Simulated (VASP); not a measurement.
# A VASP study of Zr2Ir (LDA): structure first, properties next

What structure does Zr2Ir take at this level, and what are its properties? The steps: full relaxation (LDA), second relaxation, single point with fields (LDA), bands along the symmetry lines (LDA), total and projected DOS (LDA), vibrations at Γ (LDA), volume scan with LDA, fit for LDA and independent-particle dielectric function (LDA). The start is a computed cell from the Materials Project.

Program: VASP 6.6.1. Level of theory: LDA; plane waves and PAW (Zr_sv, Ir). Results are calculated unless marked as measured.

**1. Set-up**

Before any relaxation, the start is as follows. Symmetry: I4/mcm, No. 140, tetragonal system. Conventional cell: a = 6.502 Å, b = 6.502 Å, c = 5.794 Å, α = 90.00°, β = 90.00°, γ = 90.00°. Nearest to Zr lie 4 Ir at 2.81 Å. Nearest to Ir lie 8 Zr at 2.81 Å and 2 Ir at 2.90 Å. Farther neighbours are not listed.

**2. Full relaxation (LDA)**

Properties are meant for the cell that this level of theory prefers, so cell and atoms are relaxed first (ISIF = 3) until forces and stress are small; EDIFFG sets the threshold. LDA, the lowest rung, knows the local density alone.

INCAR reads:

```
SYSTEM = Zr2Ir
PREC = Accurate
ENCUT = 400
EDIFF = 1E-06
NELM = 100
ISMEAR = 1
SIGMA = 0.2
LREAL = .FALSE.
ALGO = Normal
GGA = CA
NBANDS = 40
LASPH = .TRUE.
LORBIT = 11
LWAVE = .FALSE.
LCHARG = .FALSE.
KPAR = 4
IBRION = 2
NSW = 60
ISIF = 3
EDIFFG = -0.01
```

POSCAR reads:

```
Zr2Ir
1.0
   -3.2508875500      3.2508875500      2.8968374800
    3.2508875500     -3.2508875500      2.8968374800
    3.2508875500      3.2508875500     -2.8968374800
Zr Ir
4 2
Direct
    0.6739740600      0.1739740600      0.8479481200
    0.3260259400      0.8260259400      0.1520518800
    0.8260259400      0.6739740600      0.5000000000
    0.1739740600      0.3260259400      0.5000000000
    0.7500000000      0.7500000000      0.0000000000
    0.2500000000      0.2500000000      0.0000000000
```

KPOINTS reads:

```
Automatic mesh
0
Gamma
5 5 5
0 0 0
```

Potentials, in the order of the species: Zr_sv and Ir (LDA family, release 64).

On the command line:

```bash
> mpirun -np 4 vasp_std
```

Log:

```text
[banner, memory and clock lines left out]
running    4 mpi-ranks, on    1 nodes
 distrk:  each k-point on    1 cores,    4 groups
 distr:  one band on    1 cores,    1 groups

 POSCAR found type information on POSCAR ZrIr
 POSCAR found :  2 types and       6 ions
 LDA part: xc-table for (Slater(with rela. corr.)+CA(PZ))
 , standard interpolation
 POSCAR, INCAR and KPOINTS ok, starting setup
 FFT: planning ... GRIDC
 FFT: planning ... GRID_SOFT
 FFT: planning ... GRID
 WAVECAR not read
 entering main loop
       N       E                     dE             d eps       ncg     rms          rms(c)
DAV:   1     0.651533967879E+03    0.65153E+03   -0.28956E+04  1440   0.136E+03
DAV:   2    -0.226414841456E+01   -0.65380E+03   -0.63071E+03  1512   0.469E+02
DAV:   3    -0.595432007383E+02   -0.57279E+02   -0.55325E+02  2440   0.109E+02
DAV:   4    -0.645949371621E+02   -0.50517E+01   -0.49938E+01  2216   0.297E+01
DAV:   5    -0.649038930804E+02   -0.30896E+00   -0.30871E+00  2336   0.710E+00    0.268E+01
DAV:   6    -0.623050802706E+02    0.25988E+01   -0.40232E+00  1624   0.112E+01    0.106E+01
DAV:   7    -0.618060551227E+02    0.49903E+00   -0.26342E+00  2240   0.108E+01    0.248E+00
DAV:   8    -0.617692856905E+02    0.36769E-01   -0.36199E-01  2080   0.311E+00    0.161E+00
DAV:   9    -0.617651389499E+02    0.41467E-02   -0.10949E-01  2088   0.217E+00    0.501E-01
DAV:  10    -0.617622107133E+02    0.29282E-02   -0.16791E-02  2120   0.834E-01    0.630E-02
DAV:  11    -0.617622974905E+02   -0.86777E-04   -0.11545E-03  2088   0.134E-01    0.524E-02
DAV:  12    -0.617622894766E+02    0.80139E-05   -0.75720E-05  1960   0.458E-02    0.226E-02
DAV:  13    -0.617622867469E+02    0.27297E-05   -0.16695E-05  2008   0.268E-02    0.310E-03
DAV:  14    -0.617622865226E+02    0.22433E-06   -0.10707E-06  1168   0.661E-03
   1 F= -.61762287E+02 E0= -.61761984E+02  d E =-.617623E+02
 curvature:   0.00 expect dE= 0.000E+00 dE for cont linesearch  0.000E+00
 trial: gam= 0.00000 g(F)=  0.848E-07 g(S)=  0.832E+00 ort = 0.000E+00 (trialstep = 0.100E+01)
 search vector abs. value=  0.832E+00
 bond charge predicted
       N       E                     dE             d eps       ncg     rms          rms(c)
DAV:   1    -0.716189227364E+02   -0.98566E+01   -0.35856E+02  1440   0.148E+02    0.474E+01
DAV:   2    -0.633866491853E+02    0.82323E+01   -0.38319E+01  1848   0.481E+01    0.105E+01
DAV:   3    -0.614044044267E+02    0.19822E+01   -0.11082E+01  2184   0.215E+01    0.688E+00
DAV:   4    -0.610666845705E+02    0.33772E+00   -0.32374E+00  2120   0.105E+01    0.574E+00
DAV:   5    -0.611828728026E+02   -0.11619E+00   -0.37308E-01  2336   0.247E+00    0.313E+00
DAV:   6    -0.612725999370E+02   -0.89727E-01   -0.41134E-01  2248   0.229E+00    0.621E-01
DAV:   7    -0.612722831203E+02    0.31682E-03   -0.24774E-02  2160   0.757E-01    0.315E-01
DAV:   8    -0.612720152144E+02    0.26791E-03   -0.17310E-03  2104   0.301E-01    0.103E-01
DAV:   9    -0.612719771731E+02    0.38041E-04   -0.25886E-04  2096   0.635E-02    0.960E-03
DAV:  10    -0.612719780988E+02   -0.92564E-06   -0.27808E-05  2008   0.304E-02    0.937E-03
DAV:  11    -0.612719775821E+02    0.51666E-06   -0.18496E-06  1336   0.885E-03
   2 F= -.61271978E+02 E0= -.61272790E+02  d E =0.490309E+00
[... from here on, the cycles between the ionic steps are left out ...]
   3 F= -.61906455E+02 E0= -.61905947E+02  d E =-.144168E+00
   4 F= -.61906606E+02 E0= -.61906102E+02  d E =-.144320E+00
   5 F= -.61906573E+02 E0= -.61906072E+02  d E =-.144286E+00
   6 F= -.61921582E+02 E0= -.61921226E+02  d E =-.150095E-01
   7 F= -.61936094E+02 E0= -.61935984E+02  d E =-.295212E-01
   8 F= -.61936221E+02 E0= -.61936041E+02  d E =-.296485E-01
   9 F= -.61937643E+02 E0= -.61936975E+02  d E =-.142174E-02
  10 F= -.61938167E+02 E0= -.61937663E+02  d E =-.194547E-02
  11 F= -.61937189E+02 E0= -.61936601E+02  d E =0.978053E-03
 trial-energy change:    0.000978  1 .order    0.000946   -0.001939    0.003832
 step:   0.3920(harm=  0.4007)  dis= 0.00062  next Energy=   -61.938484 (dE=-0.318E-03)
 bond charge predicted
       N       E                     dE             d eps       ncg     rms          rms(c)
DAV:   1    -0.619481004004E+02   -0.10912E-01   -0.45981E-01  1464   0.513E+00    0.100E+00
DAV:   2    -0.619413423749E+02    0.67580E-02   -0.45393E-02  2104   0.161E+00    0.384E-01
DAV:   3    -0.619390741182E+02    0.22683E-02   -0.13382E-02  2136   0.737E-01    0.205E-01
DAV:   4    -0.619382953847E+02    0.77873E-03   -0.54208E-03  2184   0.434E-01    0.141E-01
DAV:   5    -0.619384052364E+02   -0.10985E-03   -0.36614E-04  2040   0.899E-02    0.698E-02
DAV:   6    -0.619384755354E+02   -0.70299E-04   -0.31997E-04  2256   0.691E-02    0.133E-02
DAV:   7    -0.619384787673E+02   -0.32319E-05   -0.22549E-05  1912   0.225E-02    0.773E-03
DAV:   8    -0.619384793908E+02   -0.62347E-06   -0.27094E-06  1336   0.106E-02
  12 F= -.61938479E+02 E0= -.61937945E+02  d E =-.312613E-03
 curvature:  -0.29 expect dE=-0.200E-05 dE for cont linesearch -0.230E-06
 trial: gam=-0.03275 g(F)=  0.958E-06 g(S)=  0.602E-05 ort = 0.432E-04 (trialstep = 0.103E+01)
 search vector abs. value=  0.665E-05
 reached required accuracy - stopping structural energy minimisation
```

The job ended after 2.1 min (4 MPI ranks of AMD EPYC 7R43, shared host; peak memory 0.75 GiB).

Lines that name or quote the potential files are left out of all logs, and their timing lines are given in words.

From OUTCAR (step 2):

```text
ion  position               nearest neighbor table
   1  0.674  0.174  0.848-   6 2.81   5 2.81   5 2.81   6 2.81   2 3.20   2 3.22   2 3.22   3 3.40
                             4 3.40   3 3.40   4 3.40   3 3.68   4 3.68   4 3.68   3 3.68
   2  0.326  0.826  0.152-   5 2.81   6 2.81   6 2.81   5 2.81   1 3.20   1 3.22   1 3.22   4 3.40
                             4 3.40   3 3.40   3 3.40   3 3.68   4 3.68   3 3.68   4 3.68
   3  0.826  0.674  0.500-   6 2.81   5 2.81   5 2.81   6 2.81   4 3.20   4 3.22   4 3.22   1 3.40
                             2 3.40   1 3.40   2 3.40   1 3.68   2 3.68   1 3.68   2 3.68
   4  0.174  0.326  0.500-   5 2.81   6 2.81   6 2.81   5 2.81   3 3.20   3 3.22   3 3.22   2 3.40
                             1 3.40   2 3.40   1 3.40   1 3.68   2 3.68   2 3.68   1 3.68
   5  0.750  0.750  0.000-   2 2.81   4 2.81   1 2.81   2 2.81   3 2.81   3 2.81   1 2.81   4 2.81
                             6 2.90   6 2.90
   6  0.250  0.250  0.000-   3 2.81   2 2.81   1 2.81   2 2.81   4 2.81   4 2.81   3 2.81   1 2.81
                             5 2.90   5 2.90

  LATTYP: Found a body centered tetragonal cell.
 ALAT       =     6.5017751000
 C/A-ratio  =     0.8910912591

 Subroutine GETGRP returns: Found 16 space group operations
 (whereof  8 operations were pure point group operations)

The static configuration has the point symmetry C_4h.
 The point group associated with its full space group is D_4h.

 Found     18 irreducible k-points:

   k-points           NKPTS =     18   k-points in BZ     NKDIM =     18   number of bands    NBANDS=     40

   dimension x,y,z NGX =    36 NGY =   36 NGZ =   36
   dimension x,y,z NGXF=    72 NGYF=   72 NGZF=   72

   ENCUT  =  400.0 eV  29.40 Ry    5.42 a.u.   8.86  8.86  8.86*2*pi/ulx,y,z

   NELECT =      66.0000    total number of electrons

 k-points in reciprocal lattice and weights: Automatic mesh
   0.00000000  0.00000000  0.00000000       0.008
   0.20000000  0.00000000 -0.00000000       0.064
   0.40000000  0.00000000 -0.00000000       0.064
   0.20000000  0.20000000 -0.00000000       0.064
   0.40000000  0.20000000 -0.00000000       0.128
  -0.40000000  0.20000000  0.00000000       0.128
  -0.20000000  0.20000000  0.00000000       0.032
   0.40000000  0.40000000 -0.00000000       0.064
  -0.40000000  0.40000000  0.00000000       0.032
[...]
-0.40000000  0.40000000  0.40000000       0.032
  -0.40000000 -0.40000000  0.40000000       0.016

 average (electrostatic) potential at core
       1 -73.6087       2 -73.6087       3 -73.6087       4 -73.6087       5 -48.9235
       6 -48.9235

 E-fermi :   9.4573

 k-point     1 :       0.0000    0.0000    0.0000
  band No.  band energies     occupation
    ...
     27       7.4771      2.00000
     28       8.1927      2.00000
     29       8.7490      2.00001
     30       8.7490      2.00001
     31       9.1387      2.04678
     32       9.9453     -0.00302
     33       9.9558     -0.00239
     34       9.9558     -0.00239
     35       9.9680     -0.00182
     36       9.9680     -0.00182
    ...

 k-point     2 :       0.2000    0.0000   -0.0000
  band No.  band energies     occupation
    ...
     30       8.7581      2.00001
     31       8.8878      2.00043
     32       9.0550      2.01540
     33       9.2353      2.06619
     34       9.2445      2.06113
     35      10.3331     -0.00000
     36      10.3396     -0.00000
     37      10.5382     -0.00000
     38      10.8682     -0.00000
     39      11.4045     -0.00000
    ...

 k-point     3 :       0.4000    0.0000   -0.0000
  band No.  band energies     occupation
    ...
     29       7.6046      2.00000
     30       8.1821      2.00000
     31       8.8296      2.00008
     32       9.2493      2.05762
     33       9.3605      1.72241
     34       9.5909      0.10375
     35       9.9322     -0.00398
     36      10.4406     -0.00000
     37      10.6880     -0.00000
     38      11.0435     -0.00000
    ...

  Total       -0.0058999     -0.0058999     -0.0260602      0.0000000     -0.0000000      0.0000000
  in kB       -0.0817441     -0.0817441     -0.3610679      0.0000000     -0.0000000      0.0000000
  external PRESSURE =      -0.1748520 kB  Pullay stress =       0.0000000 kB

  energy-cutoff  :      400.00
  volume of cell :      115.64
      direct lattice vectors                 reciprocal lattice vectors
    -3.207411109  3.207411109  2.810150107     0.000000000  0.155888966  0.177926438
     3.207411109 -3.207411109  2.810150107     0.155888966  0.000000000  0.177926438
     3.207411109  3.207411109 -2.810150107     0.155888966  0.155888966  0.000000000

 POSITION                                       TOTAL-FORCE (eV/Angst)
 -----------------------------------------------------------------------------------
      1.08228      4.28969      0.00000        -0.001576     -0.001576     -0.000000
      2.12513     -1.08228      2.81015         0.001576      0.001576      0.000000
      1.08228      2.12513      2.81015        -0.001576      0.001576     -0.000000
      2.12513      1.08228     -0.00000         0.001576     -0.001576     -0.000000
      0.00000      0.00000      4.21523        -0.000000     -0.000000     -0.000000
      0.00000      0.00000      1.40508        -0.000000     -0.000000     -0.000000
 -----------------------------------------------------------------------------------
    total drift:                                0.000000     -0.000000      0.000000

  FREE ENERGIE OF THE ION-ELECTRON SYSTEM (eV)
  ---------------------------------------------------
  free  energy   TOTEN  =       -61.9384793908 eV

  energy  without entropy=      -61.9368759325  energy(sigma->0) =      -61.93794490

 reached required accuracy - stopping structural energy minimisation

 total charge
# of ion       s       p       d       tot
------------------------------------------
    1        2.228   5.984   1.662   9.875
    2        2.228   5.984   1.662   9.875
    3        2.228   5.984   1.662   9.875
    4        2.228   5.984   1.662   9.875
    5        0.831   0.621   7.152   8.604
    6        0.831   0.621   7.152   8.604
--------------------------------------------------
tot         10.573  25.179  20.953  56.705

[... 3 further parts left out ...]
```

CONTCAR:

```
Zr2Ir
   1.00000000000000
    -3.2074111089051649    3.2074111089051649    2.8101501068095378
     3.2074111089051649   -3.2074111089051649    2.8101501068095378
     3.2074111089051649    3.2074111089051649   -2.8101501068095378
  Zr              Ir
     4     2
Direct
     0.6687159467743062    0.1687159467743062    0.8374318935486126
     0.3312840532256937    0.8312840532256938    0.1625681064513875
     0.8312840532256938    0.6687159467743062    0.5000000000000000
     0.1687159467743062    0.3312840532256937    0.5000000000000000
     0.7500000000000000    0.7500000000000000    0.0000000000000000
     0.2500000000000000    0.2500000000000000    0.0000000000000000
```

The k-mesh is coarse for a metal. The run keeps the 16 symmetry operations of its start, so it cannot find a distortion of lower symmetry.

Relaxation path:

| step | energy less that of the first step (eV) | largest force (eV/Å) | pressure (GPa) | volume (Å³) |
| --- | --- | --- | --- | --- |
| 1 | 0.0000 | 0.0007 | -7.66 | 122.46 |
| 2 | 0.4903 | 1.0296 | 20.56 | 105.97 |
| 3 | -0.1442 | 0.2817 | -0.22 | 116.87 |
| 4 | -0.1443 | 0.2905 | 0.00 | 116.72 |
| 5 | -0.1443 | 0.2968 | 0.17 | 116.60 |
| 6 | -0.1593 | 0.2294 | 0.15 | 116.32 |
| 7 | -0.1738 | 0.0836 | 0.16 | 115.71 |
| 8 | -0.1739 | 0.0685 | 0.16 | 115.64 |
| 9 | -0.1754 | 0.0331 | -0.60 | 115.99 |
| 10 | -0.1759 | 0.0017 | -0.35 | 115.87 |
| 11 | -0.1749 | 0.0042 | 0.67 | 115.16 |
| 12 | -0.1762 | 0.0022 | -0.02 | 115.64 |

| conventional cell, symmetrised | before | after | change |
| --- | --- | --- | --- |
| a (Å) | 6.502 | 6.415 | -1.3 % |
| b (Å) | 6.502 | 6.415 | -1.3 % |
| c (Å) | 5.794 | 5.620 | -3.0 % |
| volume (Å³/atom) | 20.41 | 19.27 | -5.6 % |

The atoms that moved most (Å, as changes of fractional coordinates times the final cell):

| atom | dx | dy | dz | length |
| --- | --- | --- | --- | --- |
| Zr1 | -0.034 | -0.034 | 0.000 | 0.048 |
| Zr2 | 0.034 | 0.034 | 0.000 | 0.048 |
| Zr3 | -0.034 | 0.034 | 0.000 | 0.048 |
| Zr4 | 0.034 | -0.034 | 0.000 | 0.048 |

Final coordinates:

```xyz
6
Lattice="-3.2074 3.2074 2.8102 3.2074 -3.2074 2.8102 3.2074 3.2074 -2.8102" Properties=species:S:1:pos:R:3 pbc="T T T"
Zr    1.0823    4.2897    0.0000
Zr    2.1251   -1.0823    2.8102
Zr    1.0823    2.1251    2.8102
Zr    2.1251    1.0823    0.0000
Ir    0.0000    0.0000    4.2152
Ir    0.0000    0.0000    1.4051
```

This step gave:

- electrons: 66
- bands: 40
- irreducible k-points: 18
- symmetry operations: 16
- free energy (TOTEN): -61.9385 eV
- energy at zero smearing: -61.9379 eV
- Fermi energy: 9.457 eV
- pressure: -0.01749 GPa
- metallic: yes
- SCF cycles over all ionic steps: 103

It ends with a largest force of 0.002 eV/Å and a pressure of -0.02 GPa.

(Part 1 of 6 ends here.)

[Lines on the potential files, build, host, timing and source positions are cut from VASP's logs without a mark.]

[Logs are printed without paths, hosts, clocks, repeated set-up lines and the standing remarks that a program may print on its own settings, such as how far it seeks lower states.]

[Hosts, paths, dates, database ids (printed as entryN), source tags and the programs' standing remarks are cut or masked in the printed files.]

[A measured line is paired with the nearest computed mode of its activity, which favours agreement.]
